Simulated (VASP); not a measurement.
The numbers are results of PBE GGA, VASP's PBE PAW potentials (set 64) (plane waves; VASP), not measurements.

A VASP calculation is set up with these files.

File POSCAR:
```
GaN
1.0
  0.0000000000   2.2750713720   2.2750713720
  2.2750713720   0.0000000000   2.2750713720
  2.2750713720   2.2750713720   0.0000000000
Ga N
1 1
direct
  0.0000000000   0.0000000000   0.0000000000
  0.2500000000   0.2500000000   0.2500000000
```

**INCAR**
```
! general
SYSTEM  = GaN
PREC    = Accurate
ENCUT   = 620
LREAL   = .FALSE.
LASPH   = .TRUE.

! electronic loop
EDIFF   = 1E-6
NELM    = 100
ALGO    = Normal
LMAXMIX = 4

! smearing
ISMEAR  = 0
SIGMA   = 0.05

! functional
GGA     = PE

! ions
IBRION  = 2
NSW     = 40
ISIF    = 3
EDIFFG  = -0.02

! output
LWAVE   = .FALSE.
LCHARG  = .FALSE.
```

File KPOINTS:
```
Automatic mesh
0
Gamma
10 10 10
0 0 0
```

POTCAR, in this order: Ga_d N (PBE.64 set). Program: vasp_std.

What VASP printed:

OUTCAR:
```
 ion  position               nearest neighbor table
   1  0.000  0.000  0.000-   2 1.97   2 1.97   2 1.97   2 1.97
   2  0.250  0.250  0.250-   1 1.97   1 1.97   1 1.97   1 1.97
  LATTYP: Found a face centered cubic cell.
 ALAT       =     4.5501427440
 Subroutine PRICEL returns:
 Original cell was already a primitive cell.
 Subroutine GETGRP returns: Found 24 space group operations
The static configuration has the point symmetry T_d .
The dynamic configuration has the point symmetry T_d .
 Subroutine INISYM returns: Found 24 space group operations
 Subroutine IBZKPT returns following result:
 Found     47 irreducible k-points:

 Following reciprocal coordinates:
            Coordinates               Weight
  0.000000  0.000000  0.000000      1.000000
  0.100000  0.000000  0.000000      8.000000
  0.200000  0.000000  0.000000      8.000000
  0.300000  0.000000  0.000000      8.000000
  0.400000  0.000000  0.000000      8.000000
  0.500000  0.000000  0.000000      4.000000
  0.100000  0.100000  0.000000      6.000000
  0.200000  0.100000  0.000000     24.000000
  0.300000  0.100000  0.000000     24.000000
  0.400000  0.100000  0.000000     24.000000
  0.500000  0.100000  0.000000     24.000000
 -0.400000  0.100000  0.000000     24.000000
 -0.300000  0.100000  0.000000     24.000000
 -0.200000  0.100000  0.000000     24.000000
 -0.100000  0.100000  0.000000     12.000000
  0.200000  0.200000  0.000000      6.000000
  0.300000  0.200000  0.000000     24.000000
  0.400000  0.200000  0.000000     24.000000
  0.500000  0.200000  0.000000     24.000000
 -0.400000  0.200000  0.000000     24.000000
 -0.300000  0.200000  0.000000     24.000000
 -0.200000  0.200000  0.000000     12.000000
  0.300000  0.300000  0.000000      6.000000
  0.400000  0.300000  0.000000     24.000000
  0.500000  0.300000  0.000000     24.000000
 -0.400000  0.300000  0.000000     24.000000
 -0.300000  0.300000  0.000000     12.000000
  0.400000  0.400000  0.000000      6.000000
  0.500000  0.400000  0.000000     24.000000
 -0.400000  0.400000  0.000000     12.000000
  0.500000  0.500000  0.000000      3.000000
  0.300000  0.200000  0.100000     24.000000
  0.400000  0.200000  0.100000     48.000000
  0.500000  0.200000  0.100000     48.000000
 -0.400000  0.200000  0.100000     24.000000
  0.400000  0.300000  0.100000     24.000000
  0.500000  0.300000  0.100000     48.000000
 -0.400000  0.300000  0.100000     48.000000
 -0.300000  0.300000  0.100000     48.000000
 -0.200000  0.300000  0.100000     24.000000
   k-points           NKPTS =     47   k-points in BZ     NKDIM =     47   number of bands    NBANDS=     13
   number of dos      NEDOS =    301   number of ions     NIONS =      2
   total plane-waves  NPLWV =  21952
   dimension x,y,z NGX =    28 NGY =   28 NGZ =   28
   dimension x,y,z NGXF=    56 NGYF=   56 NGZF=   56
   ions per type =               1   1
   PREC   = accura    normal or accurate (medium, high low for compatibility)
   ISTART =      0    job   : 0-new  1-cont  2-samecut
   ICHARG =      2    charge: 1-file 2-atom 10-const
   ISPIN  =      1    spin polarized calculation?
   LNONCOLLINEAR =      F non collinear calculations
   LSORBIT =      F    spin-orbit coupling
   INIWAV =      1    electr: 0-lowe 1-rand  2-diag
   ENCUT  =  620.0 eV  45.57 Ry    6.75 a.u.   6.53  6.53  6.53*2*pi/ulx,y,z
   NELM   =    100;   NELMIN=  2; NELMDL= -5     # of ELM steps
   EDIFF  = 0.1E-05   stopping-criterion for ELM
   LREAL  =      F    real-space projection
   NLSPLINE    = F    spline interpolate recip. space projectors
   LMAXMIX     =    4 max onsite mixed and CHGCAR
...
```

**OSZICAR**
```
       N       E                     dE             d eps       ncg     rms          rms(c)
DAV:   1     0.983443829047E+02    0.98344E+02   -0.10569E+04  1291   0.273E+03
DAV:   2    -0.549793340906E+01   -0.10384E+03   -0.98244E+02  1365   0.393E+02
DAV:   3    -0.139563289510E+02   -0.84584E+01   -0.83952E+01  1412   0.993E+01
DAV:   4    -0.141099357437E+02   -0.15361E+00   -0.15346E+00  1442   0.145E+01
DAV:   5    -0.141123628098E+02   -0.24271E-02   -0.24270E-02  1345   0.166E+00    0.761E+00
DAV:   6    -0.121541218443E+02    0.19582E+01   -0.60492E+00  1878   0.485E+01    0.266E+00
DAV:   7    -0.121642255024E+02   -0.10104E-01   -0.35407E-01  1232   0.837E+00    0.174E+00
DAV:   8    -0.121610721813E+02    0.31533E-02   -0.76641E-02  1398   0.453E+00    0.821E-01
DAV:   9    -0.121555436086E+02    0.55286E-02   -0.22410E-02  1848   0.376E+00    0.202E-01
DAV:  10    -0.121559015118E+02   -0.35790E-03   -0.17309E-03  1385   0.678E-01    0.805E-02
DAV:  11    -0.121558354600E+02    0.66052E-04   -0.29468E-04  1793   0.335E-01    0.121E-02
DAV:  12    -0.121558411996E+02   -0.57397E-05   -0.28944E-05  1380   0.759E-02    0.782E-03
DAV:  13    -0.121558410113E+02    0.18829E-06   -0.16936E-06  1163   0.130E-02
   1 F= -.12155841E+02 E0= -.12155841E+02  d E =-.121558E+02
       N       E                     dE             d eps       ncg     rms          rms(c)
DAV:   1    -0.121571536865E+02   -0.13125E-02   -0.17644E-02  1447   0.374E+00    0.220E-01
DAV:   2    -0.121561314625E+02    0.10222E-02   -0.16881E-03  1487   0.138E+00    0.992E-02
DAV:   3    -0.121558802650E+02    0.25120E-03   -0.30194E-04  1502   0.677E-01    0.242E-02
DAV:   4    -0.121558496720E+02    0.30593E-04   -0.38759E-05  1615   0.975E-02    0.209E-03
DAV:   5    -0.121558496532E+02    0.18784E-07   -0.14201E-06  1032   0.164E-02
   2 F= -.12155850E+02 E0= -.12155850E+02  d E =-.864189E-05
       N       E                     dE             d eps       ncg     rms          rms(c)
DAV:   1    -0.121561251251E+02   -0.27545E-03   -0.34382E-03  1437   0.165E+00    0.966E-02
DAV:   2    -0.121559280333E+02    0.19709E-03   -0.32734E-04  1492   0.608E-01    0.435E-02
DAV:   3    -0.121558794230E+02    0.48610E-04   -0.59210E-05  1492   0.300E-01    0.106E-02
DAV:   4    -0.121558730150E+02    0.64080E-05   -0.73639E-06  1516   0.423E-02    0.101E-03
DAV:   5    -0.121558729149E+02    0.10010E-06   -0.27401E-07   616   0.745E-03
   3 F= -.12155873E+02 E0= -.12155873E+02  d E =-.319035E-04
```

### OUTCAR
```
------------------------ aborting loop because EDIFF is reached ----------------------------------------
  FORCE on cell =-STRESS in cart. coord.  units (eV):
  Direction    XX          YY          ZZ          XY          YZ          ZX
  --------------------------------------------------------------------------------------
  Total       -0.0008285     -0.0008285     -0.0008285     -0.0000000      0.0000000      0.0000000
  in kB       -0.0564579     -0.0564579     -0.0564579     -0.0000000      0.0000000      0.0000000
  external PRESSURE =      -0.0564579 kB  Pullay stress =       0.0000000 kB
  volume of cell :       23.51
      direct lattice vectors                 reciprocal lattice vectors
     0.000000000  2.273814142  2.273814142    -0.219894841  0.219894841  0.219894841
     2.273814142  0.000000000  2.273814142     0.219894841 -0.219894841  0.219894841
     2.273814142  2.273814142  0.000000000     0.219894841  0.219894841 -0.219894841
  FREE ENERGIE OF THE ION-ELECTRON SYSTEM (eV)
  ---------------------------------------------------
  free  energy   TOTEN  =       -12.1558729149 eV

  energy  without entropy=      -12.1558729149  energy(sigma->0) =      -12.15587291

 reached required accuracy - stopping structural energy minimisation
```
(Selected blocks of OUTCAR.)

**CONTCAR**
```
GaN
   1.00000000000000
     0.0000000000000000    2.2738141419364117    2.2738141419364117
     2.2738141419364117    0.0000000000000000    2.2738141419364117
     2.2738141419364117    2.2738141419364117    0.0000000000000000
  Ga              N
     1     1
Direct
     0.0000000000000000    0.0000000000000000    0.0000000000000000
     0.2500000000000000    0.2500000000000000    0.2500000000000000
```

The compound is GaN in the zinc blende structure, a metastable form; wurtzite is the usual one. This run relaxes it. Symmetry was kept, so distortions that lower it aren't found.
